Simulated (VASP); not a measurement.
OSZICAR of a VASP run on C (graphite):

OSZICAR:
```
       N       E                     dE             d eps       ncg     rms          rms(c)
DAV:   1     0.738354355603E+02    0.73835E+02   -0.78877E+03  1008   0.118E+03
DAV:   2    -0.320228183936E+02   -0.10586E+03   -0.96132E+02  1520   0.236E+02
DAV:   3    -0.377335874534E+02   -0.57108E+01   -0.56531E+01  1268   0.584E+01
DAV:   4    -0.378209589977E+02   -0.87372E-01   -0.87261E-01  1280   0.855E+00
DAV:   5    -0.378231390021E+02   -0.21800E-02   -0.21789E-02  1280   0.133E+00    0.894E+00
DAV:   6    -0.361322026162E+02    0.16909E+01   -0.15311E+00  1176   0.857E+00    0.531E+00
DAV:   7    -0.354981158576E+02    0.63409E+00   -0.20921E+00  1168   0.996E+00    0.132E+00
DAV:   8    -0.355173012289E+02   -0.19185E-01   -0.56795E-02  1140   0.178E+00    0.110E-01
DAV:   9    -0.355179868795E+02   -0.68565E-03   -0.12990E-03  1288   0.315E-01    0.850E-02
DAV:  10    -0.355184904767E+02   -0.50360E-03   -0.17551E-03  1132   0.399E-01    0.390E-02
DAV:  11    -0.355184870473E+02    0.34294E-05   -0.39993E-05  1264   0.485E-02    0.114E-02
DAV:  12    -0.355184900588E+02   -0.30116E-05   -0.36934E-06  1212   0.236E-02    0.721E-03
DAV:  13    -0.355184890637E+02    0.99509E-06   -0.11160E-06   900   0.840E-03
   1 F= -.35518489E+02 E0= -.35518644E+02  d E =-.355185E+02
```

Problem. Which electronic solver shows in the log?

Solution. It is blocked Davidson (ALGO = Normal, or the opening steps of other solvers). The INCAR had ALGO = Normal.

Problem. Can the final energy be trusted as converged?

Solution. Self-consistency was reached. It stopped with EDIFF = 1E-6, NELM = 100, NSW = 60 and EDIFFG = -0.02 after 1 ionic step (revPBE GGA, plane waves, VASP's PBE PAW potentials (set 64)). Without a dispersion term in the relaxation, distances and binding between the weakly bound layers, chains or molecules are unreliable, and so is what depends on them.

The compound is C in the graphite structure. It was relaxed first, which changed the volume by +44 %. The start is the result of an earlier pass.
